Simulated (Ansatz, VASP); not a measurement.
# Ga3Sb3H8 (GaSb wire along [110], 6 atoms a period, H-terminated) in two plane-wave programs, part 2 of 2

One calculation is typed for both programs; each brings its own data sets. How far apart do they land? The cell is taken from a series of runs on this material, whose earlier steps may have relaxed, scaled, displaced or heated it; both programs get it as it stands.

VASP 6.6.1 and Ansatz 0.2.0.

So far: Starting point; VASP: single point, HSE06.

## 3. Ansatz: single point, HSE06

Level of this step: Ansatz beside VASP: Kohn-Sham DFT, plane waves, HSE06 (Ansatz).

Ansatz runs on its PAW soft_1 files.

The same cell, functional, mesh and smearing now go to Ansatz, which takes its cutoff from its data sets.

Contents of input.yaml:

```yaml
crystal:
  lattice:
    - [13.38, 0.0, 0.0]
    - [0.0, 14.049, 0.0]
    - [0.0, 0.0, 4.4813124116]
  atoms:
    - { symbol: Sb, position: [0.430233116, 0.661595276, 0.0] }
    - { symbol: H, position: [0.529796558, 0.738574761, 0.0] }
    - { symbol: Ga, position: [0.530836011, 0.499995414, 0.0] }
    - { symbol: H, position: [0.303915762, 0.194640611, 0.5] }
    - { symbol: H, position: [0.238302202, 0.382211295, 0.5] }
    - { symbol: H, position: [0.303915762, 0.805350217, 0.5] }
    - { symbol: H, position: [0.238302202, 0.617779533, 0.5] }
    - { symbol: Ga, position: [0.321736731, 0.304535185, 0.5] }
    - { symbol: Ga, position: [0.321736731, 0.695455643, 0.5] }
    - { symbol: Sb, position: [0.644546278, 0.499995414, 0.5] }
    - { symbol: H, position: [0.729246988, 0.40869812, 0.5] }
    - { symbol: H, position: [0.729246988, 0.591292708, 0.5] }
    - { symbol: Sb, position: [0.430233116, 0.338395552, 0.0] }
    - { symbol: H, position: [0.529796558, 0.261416067, 0.0] }
kpoints:
  mp_grid: { grid: [1, 1, 7] }
scf:
  occupations: { method: fermi_dirac, width: 0.05 }
hamiltonian:
  xc: hse06
  pseudopotentials: { kind: paw, azcp: { folder: soft_1 } }
```

Launch:

```
$ ansatz run input.yaml --threads 4 --pin off --max-ram 16384MiB --backend cpu --events-out ev --progress --plain --runs-dir out
```

Numbers of over 12 decimals in the logs are rounded to 6 here.

The log of the run:

```text
Engine: ansatz 0.2.0, x86_64-unknown-linux-gnu
Pseudopotentials: kind: paw
Pseudopotential: Sb, paw, valence charge 15, recommended cutoff 420 eV (normal), soft_1/Sb.paw.azcp
Pseudopotential: H, paw, valence charge 1, recommended cutoff 420 eV (normal), soft_1/H.paw.azcp
Pseudopotential: Ga, paw, valence charge 13, recommended cutoff 420 eV (normal), soft_1/Ga.paw.azcp
Functional definition: HSE06
  parameter a = 0.25
  parameter omega = 0.11/bohr
  exchange = pbe_x - a*pbe_x_sr(omega) + a*exact_x_sr(omega)
  correlation = pbe_c
Crystal: 14 atoms, lattice volume = 842.377 Å³
Basis set: ecut = 420 eV, 16553 PW (Γ)
Bands: 60, of which v1, the nominal top of the filled ones, is band 46 counted from 1 (45 counted from 0)
Symmetry: 4 space group operations
Space group: Pmm2 (ITA 25), of the structure as read, at distance tolerance 9.4e-5 Å
k-points: 4 of 7
Non-local potential: Sb, projectors of the file, l = 0: 2, l = 1: 2, l = 2: 2, l = 3: 1
Non-local potential: H, projectors of the file, l = 0: 2, l = 1: 1
Non-local potential: Ga, projectors of the file, l = 0: 2, l = 1: 2, l = 2: 3, l = 3: 1
PAW form: soft (Blöchl's): semilocal exchange-correlation on the pseudo side does not see the compensation charge
PAW frozen core: Sb, regenerated for the run's functional, and the local potential with it (the file was generated under x = pbe(κ = 0.804, μ = 0.219515), c = pbe(β = 0.066725))
PAW frozen core: Ga, regenerated for the run's functional, and the local potential with it (the file was generated under x = pbe(κ = 0.804, μ = 0.219515), c = pbe(β = 0.066725))
PAW one-centre angular grid: Sb, 590 points (default); XC on 64 Gauss nodes
PAW one-centre angular grid: H, 110 points (default); XC on 64 Gauss nodes
PAW one-centre angular grid: Ga, 590 points (default); XC on 64 Gauss nodes
Initial density: superposition of atomic densities (neutral atoms: chi_scale 0, normalization atom)
Initial wavefunctions: pseudopotential atomic-orbital guess
Functional: x = pbe(κ = 0.804, μ = 0.219515), c = pbe(β = 0.066725), warm-up for x = pbe(κ = 0.804, μ = 0.219515) + 0.25 (exact − pbe) at short range (hse, ω = 0.207870 Å⁻¹), c = pbe(β = 0.066725); HSE06 as pw.x's `hse` composes it (authors' and Libxc's form: `xc: wpbeh`)
iter 1 solved again at ethr=8.40e-3 eV; its pass at ethr=1.00e-1 eV (dr2=7.73e0 eV) is discarded
SCF iter   1: F=—  HF=-30929.920192 eV  |F-HF|=—  |Δ(HF+E_count)|=         —  Δρ=3.04e-2  dr2=7.83e0  ethr=8.40e-3  ⟨swp⟩=5.2  Hψ=1256  notcnv=0
preconditioner: auto → none  [insulator: Δε(μ)=2.027 eV  Ē_g=13.395 eV  σ=0.050 eV  W_gap=1.00  n_scr=94 (ndim 8)  ℏωp=10.1 eV  f_vac=0.606  D(μ)=0.00/eV (n_scr^D=0)]
SCF iter   2: F=—  HF=-30927.868058 eV  |F-HF|=—  |Δ(HF+E_count)|=    2.05e0  Δρ=1.06e-2  dr2=1.63e0  ethr=8.40e-3  ⟨swp⟩=9.0  Hψ=656  notcnv=0  defer=4
SCF iter   3: F=—  HF=-30927.724599 eV  |F-HF|=—  |Δ(HF+E_count)|=   1.43e-1  Δρ=5.77e-3  dr2=1.03e0  ethr=1.77e-3  ⟨swp⟩=8.8  Hψ=751  notcnv=0  defer=1
iter 4 solved again at ethr=1.50e-5 eV; its pass at ethr=1.12e-3 eV (dr2=1.38e-2 eV) is discarded
SCF iter   4: F=—  HF=-30927.491913 eV  |F-HF|=—  |Δ(HF+E_count)|=   2.33e-1  Δρ=1.68e-3  dr2=1.51e-2  ethr=1.50e-5  ⟨swp⟩=5.2  Hψ=1367  notcnv=0  defer=1
SCF iter   5: F=—  HF=-30927.492936 eV  |F-HF|=—  |Δ(HF+E_count)|=   1.02e-3  Δρ=7.74e-4  dr2=1.77e-3  ethr=1.50e-5  ⟨swp⟩=3.8  Hψ=525  notcnv=0
SCF iter   6: F=-30927.493373 eV  HF=-30927.493579 eV  |F-HF|=2.06e-4  |Δ(HF+E_count)|=   6.43e-4  Δρ=1.23e-4  dr2=1.30e-4  ethr=1.92e-6  ⟨swp⟩=3.0  Hψ=533  notcnv=0
SCF 1 stopped early in 6 iterations: F = -30927.493373 eV  dr2 = 1.30e-4
  greatest PAW one-centre occupation: 0.995 electrons in one spin orbital (limit 2), on the Sb atom at site 9 (counted from 0), in its partial waves of l = 2
Initial density: handed on by an earlier stage of this run
Initial wavefunctions: those handed on with the density
Functional: x = pbe(κ = 0.804, μ = 0.219515) + 0.25 (exact − pbe) at short range (hse, ω = 0.207870 Å⁻¹), c = pbe(β = 0.066725); HSE06 as pw.x's `hse` composes it (authors' and Libxc's form: `xc: wpbeh`)
Exchange kernel: α = 0.2500, screened, ω = 0.2079 Å⁻¹, Wigner–Seitz truncation, v(0) = 1023.9642 eV·Å³, q-mesh 1×1×7, nearest image of the exchange supercell L = 13.38 Å, pair-density grid 90×96×30, without the augmentation charges, whose exchange is taken in its separable form by FFT convolution over the k-point mesh (the finest that the files' search goes to), smooth part of the exact exchange by density-matrix convolution
Frozen-core exchange: fock
SCF iter   1: F=—  HF=-30942.148459 eV  |F-HF|=—  |Δ(HF+E_count)|=         —  Δρ=5.64e-3  dr2=1.15e-1  ethr=1.42e-6  ⟨swp⟩=18.0  Hψ=1510  notcnv=0
preconditioner: auto → none  [insulator: Δε(μ)=2.433 eV  Ē_g=9.687 eV  σ=0.050 eV  W_gap=1.00  n_scr=94 (ndim 8)  ℏωp=7.2 eV  f_vac=0.656  D(μ)=0.00/eV (n_scr^D=0)]
SCF iter   2: F=—  HF=-30942.105978 eV  |F-HF|=—  |Δ(HF+E_count)|=   4.25e-2  Δρ=7.86e-4  dr2=8.83e-3  ethr=1.42e-6  ⟨swp⟩=5.2  Hψ=926  notcnv=0  defer=1
SCF iter   3: F=—  HF=-30942.131759 eV  |F-HF|=—  |Δ(HF+E_count)|=   2.58e-2  Δρ=1.15e-3  dr2=4.73e-3  ethr=1.42e-6  ⟨swp⟩=6.0  Hψ=831  notcnv=0  defer=1
SCF iter   4: F=—  HF=-30942.131004 eV  |F-HF|=—  |Δ(HF+E_count)|=   7.55e-4  Δρ=3.27e-4  dr2=4.52e-4  ethr=1.42e-6  ⟨swp⟩=3.2  Hψ=520  notcnv=0
SCF iter   5: F=—  HF=-30942.131732 eV  |F-HF|=—  |Δ(HF+E_count)|=   7.28e-4  Δρ=1.09e-4  dr2=1.13e-4  ethr=4.35e-7  ⟨swp⟩=5.5  Hψ=517  notcnv=0  defer=2
SCF iter   6: F=—  HF=-30942.131700 eV  |F-HF|=—  |Δ(HF+E_count)|=   3.21e-5  Δρ=3.14e-5  dr2=3.33e-5  ethr=1.18e-7  ⟨swp⟩=4.5  Hψ=585  notcnv=0  defer=1
SCF iter   7: F=-30942.131692 eV  HF=-30942.131692 eV  |F-HF|=2.96e-8  |Δ(HF+E_count)|=   8.15e-6  Δρ=1.34e-5  dr2=4.61e-6  ethr=3.22e-8  ⟨swp⟩=5.0  Hψ=529  notcnv=0  defer=1
SCF 2 stopped early in 7 iterations: F = -30942.131692 eV  dr2 = 4.61e-6
hybrid outer 1: dexx = +3.160e-2 eV, tail = 1.39e-4 eV
Exchange kernel: α = 0.2500, screened, ω = 0.2079 Å⁻¹, Wigner–Seitz truncation, v(0) = 1023.9642 eV·Å³, q-mesh 1×1×7, nearest image of the exchange supercell L = 13.38 Å, pair-density grid 90×96×30, without the augmentation charges, whose exchange is taken in its separable form by FFT convolution over the k-point mesh (the finest that the files' search goes to), smooth part of the exact exchange by density-matrix convolution
Frozen-core exchange: fock
SCF iter   1: F=—  HF=-30942.131086 eV  |F-HF|=—  |Δ(HF+E_count)|=         —  Δρ=1.83e-5  dr2=5.59e-6  ethr=7.54e-7  ⟨swp⟩=13.5  Hψ=675  notcnv=0
preconditioner: auto → none  [insulator: Δε(μ)=2.437 eV  Ē_g=15.402 eV  σ=0.050 eV  W_gap=1.00  n_scr=94 (ndim 8)  ℏωp=10.1 eV  f_vac=0.658  D(μ)=0.00/eV (n_scr^D=0)]
iter 2 solved again at ethr=3.00e-10 eV; its pass at ethr=4.92e-9 eV (dr2=2.76e-7 eV) is discarded
SCF iter   2: F=—  HF=-30942.131086 eV  |F-HF|=—  |Δ(HF+E_count)|=   8.64e-8  Δρ=7.19e-6  dr2=6.15e-7  ethr=3.00e-10  ⟨swp⟩=7.0  Hψ=1267  notcnv=0  defer=1
SCF iter   3: F=—  HF=-30942.131089 eV  |F-HF|=—  |Δ(HF+E_count)|=   3.06e-6  Δρ=5.07e-6  dr2=2.84e-7  ethr=2.97e-10  ⟨swp⟩=6.8  Hψ=771  notcnv=0  defer=4
SCF iter   4: F=-30942.131089 eV  HF=-30942.131089 eV  |F-HF|=9.08e-9  |Δ(HF+E_count)|=   7.49e-8  Δρ=1.50e-6  dr2=1.88e-8  ethr=2.97e-10  ⟨swp⟩=5.5  Hψ=530  notcnv=0  defer=1
SCF 3 converged in 4 iterations: F = -30942.131089 eV  dr2 = 1.88e-8
hybrid outer 2: dexx = +3.052e-6 eV, tail = 1.30e-7 eV, Δε = 3.20e-3 eV (about 1.21e-4 eV left of the loop's levels)
hybrid SCF converged: 2 outer / 11 inner (+6 warm-up), last move |dexx| = 3.05e-6 eV, tail = 1.30e-7 eV
Stability not checked: this state was not tested for a lower state beside it, because the functional holds exact exchange (a hybrid, or Hartree-Fock), whose exchange loop this test does not read (fock_operator; see scf.lower_state_search)
Free energy (F): -30942.131089 eV
Frozen-core exchange: fock
Harris-Foulkes:  -30942.131089 eV  (|F-HF|=9.08e-9)
Internal energy: -30942.131089 eV  (E = F + TS)
E sigma→0 (E₀):  -30942.131089 eV
Fermi energy:    -1.912303 eV
--- Per-component energies (eV) ---
  E_band       = -1827.650405
  E_kinetic    = 918.923662
  E_local      = -30526.988480  (includes V_loc(G=0)·N_el)
  E_nonlocal   = 896.613245
  E_hartree    = 14968.634416
  E_xc         = -443.557876
  E_vxc        = -418.407105  (∫ρ·V_xc dr)
  E_exx        = -279.638704  (= α·E_x^exact, valence–valence)
  E_paw        = -19466.146030  (= ΣΔE_a)
  E_vpaw       = -2075.782451  (= ΣTr[D̂ρ^β])
  E_aug_tail   = -0.007558  (compensation charges beyond the density's cutoff)
  E_ewald      = 2989.623533
  E_core_change = 0.412704  (= ΣΔE_core)
  E_smearing   = -0.000000  (= −TS)
  E_closure    = 0.000000  (closes the sum)
  Σ components = -30942.131089   (vs F -30942.131089, Δ=-3.64e-12)
--- Band table (eV) ---
  k-point 0: bands = [... 42 lower, -4.3771, -3.9999, -3.2880, -3.1318, -0.6949]
  k-point 1: bands = [... 42 lower, -4.3042, -4.2250, -3.6956, -3.5974, 0.1550]
  k-point 2: bands = [... 42 lower, -4.6778, -4.6518, -4.0723, -4.0723, 0.5871]
  k-point 3: bands = [... 42 lower, -4.7776, -4.7131, -4.4625, -4.4450, 0.3466]
  guard bands above this table: 13 of the run's 60 bands. The solve was not asked for them (output.publish_guard_bands: true or output.eigenvalues: true publishes all)
```

## 4. Side by side

Known differences besides the potentials themselves: exact exchange at q = 0 is treated differently, which shows on coarse meshes; VASP keeps PBE cores, Ansatz makes them for the functional; the data sets hold 92 valence electrons in Ansatz (on its PAW soft_1 files) and 62 in VASP; the cutoff is 420 eV in Ansatz and 400 eV in VASP; VASP takes a coarser grid for exact exchange (PRECFOCK = Fast). Total energies have different zeros and are not compared.

Both answers:

| quantity | Ansatz | VASP | difference |
| --- | --- | --- | --- |
| gap on the k mesh (eV) | 2.437 | 2.467 | -0.030 |

A gap on the mesh is an upper bound, since the band edges may lie between its points.

## 5. Outcome

| Quantity | Value |
| --- | --- |
| difference in gap on the k mesh (single point, HSE06) | -0.030 eV |

**Reading.** The difference in gap on the k mesh is -0.030 eV (single point, HSE06), within the 0.08 eV picked in this series as the mark of a large difference. The data sets hold unlike numbers of valence electrons (92 in Ansatz and 62 in VASP), so part of the differences comes from the potentials. Such differences can come from data sets, numerical settings and the points named under the comparisons, not from the functional's error against experiment.

[Lines on the potential files, build, host, timing and source positions are cut from VASP's logs without a mark.]

[Logs are printed without paths, hosts, clocks, repeated set-up lines and the standing remarks that a program may print on its own settings, such as how far it seeks lower states.]

[Hosts, paths, dates, database ids (printed as entryN), source tags and the programs' standing remarks are cut or masked in the printed files.]
